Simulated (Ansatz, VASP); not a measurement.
# W: VASP beside Ansatz, part 2 of 2

Aim: how closely do two programs agree when they are given the same cell, functional and k mesh? Of the first pair: The structure shown is the start of the Ansatz relaxation below; VASP solves that cell, so the two are compared at the walk's first step.

VASP 6.6.1 and Ansatz 0.2.0.

So far. Step 4 (Comparison): The forces differ by 54 meV/Å r.m.s., which is 13.0 % of the r.m.s. force of 0.417 eV/Å (both taken over all components). With vacuum in the cell, a pressure given here is an average over mostly empty space and none of the material.

### Step 6. VASP: single point, PBEsol, pair 2

Level of this step: PBEsol; plane waves and PAW (W) (VASP).

With cell and atoms fixed, the geometry can't cause a difference; cores, projectors, grids and the points listed under the comparison can.

Input file INCAR:

```
SYSTEM = W
PREC = Accurate
ENCUT = 520
EDIFF = 1E-06
NELM = 120
ISMEAR = -1
SIGMA = 0.05
LREAL = .FALSE.
ALGO = Normal
GGA = PS
NBANDS = 24
LASPH = .TRUE.
LORBIT = 11
LWAVE = .FALSE.
LCHARG = .FALSE.
ISIF = 2
GGA_COMPAT = .FALSE.
KPAR = 2
```

Input file POSCAR:

```
W
1.0
    2.7407019351      0.0000000000      0.0000000000
   -3.6542692468      2.5839585647      0.0000000000
    0.0000000000      0.0000000000     27.1888687968
W
6
Direct
    0.0000000000      0.0000000000      0.7019253463
    0.0000000000      0.5000000000      0.6232113808
    0.0000000000      0.0000000000      0.5411523880
    0.0000000000      0.5000000000      0.4588476120
    0.0000000000      0.0000000000      0.3767886192
    0.0000000000      0.5000000000      0.2980746537
```

Input file KPOINTS:

```
Automatic mesh
0
Gamma
24 24 1
0 0 0
```

PAW data sets: W (PBE family, release 64).

Command:

```sh
$ mpirun -np 2 vasp_std
```

Numbers of over 12 decimals in the logs are rounded to 6 here.

What it wrote:

```text
[banner, memory and clock lines left out]
running    2 mpi-ranks, on    1 nodes
[...]
[... a notice as in an earlier step ...]

 LDA part: xc-table for (Slater+PW92), standard interpolation
 POSCAR, INCAR and KPOINTS ok, starting setup
[...]
entering main loop
       N       E                     dE             d eps       ncg     rms          rms(c)
DAV:   1     0.175081535417E+03    0.17508E+03   -0.14438E+04  7544   0.123E+03
DAV:   2    -0.657969803654E+02   -0.24088E+03   -0.22969E+03 10960   0.290E+02
DAV:   3    -0.838361353750E+02   -0.18039E+02   -0.17366E+02 10016   0.716E+01
DAV:   4    -0.848907704398E+02   -0.10546E+01   -0.10353E+01 12328   0.153E+01
[...]
DAV:  28    -0.801330536938E+02   -0.24453E-05   -0.20644E-07  5304   0.296E-03    0.108E-03
DAV:  29    -0.801330550149E+02   -0.13211E-05   -0.13490E-07  5128   0.200E-03    0.136E-03
DAV:  30    -0.801330550992E+02   -0.84340E-07   -0.50041E-08  4928   0.158E-03
   1 F= -.80133055E+02 E0= -.80118780E+02  d E =-.285512E-01
```

Parts of OUTCAR (step 6):

```text
  Total       -6.4763840     -7.0797452     -2.1875730     -0.8532817      0.0000000      0.0000000
  in kB      -53.8895652    -58.9100947    -18.2026515     -7.1001008      0.0000000      0.0000000
  external PRESSURE =     -43.6674371 kB  Pullay stress =       0.0000000 kB

 POSITION                                       TOTAL-FORCE (eV/Angst)
 -----------------------------------------------------------------------------------
      0.00000      0.00000     19.08456         0.000000      0.000000     -0.222890
     -1.82713      1.29198     16.94441         0.000000      0.000000      0.093988
      0.00000      0.00000     14.71332         0.000000      0.000000     -0.147990
     -1.82713      1.29198     12.47555        -0.000000      0.000000      0.147990
      0.00000      0.00000     10.24446         0.000000      0.000000     -0.093988
     -1.82713      1.29198      8.10431         0.000000      0.000000      0.222890
 -----------------------------------------------------------------------------------
    total drift:                               -0.000000      0.000000      0.000000

  FREE ENERGIE OF THE ION-ELECTRON SYSTEM (eV)
  ---------------------------------------------------
  free  energy   TOTEN  =       -80.1330550992 eV

  energy  without entropy=      -80.1045039377  energy(sigma->0) =      -80.11877952

[... 1 part as in an earlier step ...]

[... 2 further parts left out ...]
[key lines of the parts left out:]
E-fermi :   1.3686
```

### Step 7. Ansatz: single point, PBEsol, pair 2

The same cell, functional, mesh and smearing now go to Ansatz, which takes its cutoff from its data sets.

The cell is taken from a series of runs on this material, whose earlier steps may have relaxed, scaled, displaced or heated it; both programs get it as it stands.

Input file input.yaml:

```yaml
crystal:
  lattice:
    - [2.7407019351, 0.0, 0.0]
    - [-3.6542692468, 2.5839585647, 0.0]
    - [0.0, 0.0, 27.1888687968]
  atoms:
    - { symbol: W, position: [1.0, 1.0, 0.7019253463] }
    - { symbol: W, position: [1.0, 0.5, 0.6232113808] }
    - { symbol: W, position: [1.0, 1.0, 0.541152388] }
    - { symbol: W, position: [1.0, 0.5, 0.458847612] }
    - { symbol: W, position: [1.0, 1.0, 0.3767886192] }
    - { symbol: W, position: [1.0, 0.5, 0.2980746537] }
kpoints:
  mp_grid: { grid: [24, 24, 1] }
scf:
  occupations: { method: fermi_dirac, width: 0.05 }
  n_extra_bands: 8
hamiltonian:
  xc: pbesol
  pseudopotentials: { kind: paw, azcp: { folder: soft_1 }, xc_functional: pbe }
output:
  forces: true
  write_potential: true
  volumetric_format: []
  dos:
    projected: true
    de: 0.05
    e_range: [-30, 12]
    method: { smearing: { sigma: 0.15, scheme: gaussian } }
  eigenstates:
    kpoints:
      - [0.5, 0.0, 0.0]
      - [0.45833333, 0.0, 0.0]
      - [0.41666667, 0.0, 0.0]
      - [0.375, 0.0, 0.0]
      - [0.33333333, 0.0, 0.0]
      - [0.29166667, 0.0, 0.0]
      - [0.25, 0.0, 0.0]
      - [0.20833333, 0.0, 0.0]
      - [0.16666667, 0.0, 0.0]
      - [0.125, 0.0, 0.0]
      - [0.08333333, 0.0, 0.0]
      - [0.04166667, 0.0, 0.0]
      - [0.0, 0.0, 0.0]
      - [0.0, 0.0625, 0.0]
      - [0.0, 0.125, 0.0]
      - [0.0, 0.1875, 0.0]
      - [0.0, 0.25, 0.0]
      - [0.0, 0.3125, 0.0]
      - [0.0, 0.375, 0.0]
      - [0.0, 0.4375, 0.0]
      - [0.0, 0.5, 0.0]
      - [0.475, 0.475, 0.0]
      - [0.45, 0.45, 0.0]
      - [0.425, 0.425, 0.0]
      - [0.4, 0.4, 0.0]
      - [0.375, 0.375, 0.0]
      - [0.35, 0.35, 0.0]
      - [0.325, 0.325, 0.0]
      - [0.3, 0.3, 0.0]
      - [0.275, 0.275, 0.0]
      - [0.25, 0.25, 0.0]
      - [0.225, 0.225, 0.0]
      - [0.2, 0.2, 0.0]
      - [0.175, 0.175, 0.0]
      - [0.15, 0.15, 0.0]
      - [0.125, 0.125, 0.0]
      - [0.1, 0.1, 0.0]
      - [0.075, 0.075, 0.0]
      - [0.05, 0.05, 0.0]
      - [0.025, 0.025, 0.0]
    e_range: [-8.0, 4.0]
    unfold:
      supercell_matrix: [[1, 0, 0], [0, 1, 0], [0, 0, 1]]
      layers:
        axis: 3
        edges: [0.150956, 0.417818, 0.417918, 0.582082, 0.582182, 0.849044]
```

Command:

```sh
$ ansatz run input.yaml --threads 4 --pin off --max-ram 14336MiB --backend cpu --events-out ev --progress --plain --runs-dir out
```

What it wrote:

```text
[...]
Crystal: 6 atoms, lattice volume = 192.548 Å³
Basis set: ecut = 420 eV, 3821 PW (Γ), exchange–correlation on 40×60×384 points (8 copies of the dense FFT grid, shifted against one another)
Bands: 50, of which v1, the nominal top of the filled ones, is band 42 counted from 1 (41 counted from 0)
Symmetry: 8 space group operations
[...]
k-points: 157 of 576
[...]
--- Band table (eV; the first three rows and the last of 157) ---
  k-point 0: bands = [... 38 lower, 7.3902, 7.3970, 7.4520, 7.4696, 8.1243, 8.7372, 9.3572, 9.4676, ... 4 higher]
  k-point 1: bands = [... 38 lower, 7.2810, 7.3798, 7.4275, 7.5922, 8.2135, 8.6336, 9.2148, 9.5423, ... 4 higher]
  k-point 2: bands = [... 38 lower, 7.1536, 7.2170, 7.5795, 7.7798, 8.3769, 8.4217, 8.8770, 9.7269, ... 4 higher]
  k-point 156: bands = [... 38 lower, 8.8861, 9.1408, 9.2424, 9.6892, 9.8809, 10.3492, 10.4855, 11.1134, ... 4 higher]
[key lines of the parts left out:]
SCF converged after 10 iterations
Free energy (F): -61542.358045 eV
Fermi energy:    8.589589 eV
```

### Step 8. Side by side

What differs besides the data sets and the points named for the pairs above, as far as they apply: the data sets hold 84 valence electrons in Ansatz (on its PAW soft_1 files) and 36 in VASP. Total energies have different zeros and are not compared.

Forces (eV/Å; atoms numbered as in POSCAR):

```
atom        Ansatz x, y, z          VASP x, y, z
  W1  0.000, 0.000, -0.017  0.000, 0.000, -0.223
  W2   0.000, 0.000, 0.019   0.000, 0.000, 0.094
  W3  0.000, 0.000, -0.137  0.000, 0.000, -0.148
  W4   0.000, 0.000, 0.137   0.000, 0.000, 0.148
  W5  0.000, 0.000, -0.019  0.000, 0.000, -0.094
  W6   0.000, 0.000, 0.017   0.000, 0.000, 0.223
```

The forces differ by 73 meV/Å r.m.s., which is 77.5 % of the r.m.s. force of 0.095 eV/Å (both taken over all components). With vacuum in the cell, a pressure given here is an average over mostly empty space and none of the material.

### Step 9. What came out

| Item | Value |
| --- | --- |
| r.m.s. force difference (single point, PBEsol, start cell, pair 1) | 13 % of the r.m.s. force |
| r.m.s. force difference (single point, PBEsol, pair 2) | 73 meV/Å |

In words: The r.m.s. force difference is 73 meV/Å (single point, PBEsol, pair 2), beyond the 12 meV/Å picked in this series as the mark of a large difference. The data sets hold unlike numbers of valence electrons (84 in Ansatz and 36 in VASP), so part of the differences comes from the potentials. Single point, PBEsol, start cell, pair 1, VASP with the data sets W_sv and a cutoff of 400 eV: r.m.s. force difference goes from 54 to 8.8 meV/Å. What causes the difference of the single point, PBEsol, pair 2 pair stays open here. 1 further run of this series is not shown here. Such differences can come from data sets, numerical settings and the points named under the comparisons, not from the functional's error against experiment.

[Lines on the potential files, build, host, timing and source positions are cut from VASP's logs without a mark.]

[Logs are printed without paths, hosts, clocks, repeated set-up lines and the standing remarks that a program may print on its own settings, such as how far it seeks lower states.]

[Hosts, paths, dates, database ids (printed as entryN), source tags and the programs' standing remarks are cut or masked in the printed files.]

[Rows of further runs with another cutoff or data set may stand on the cell that Ansatz relaxed, not on the start cell of the pair above them.]
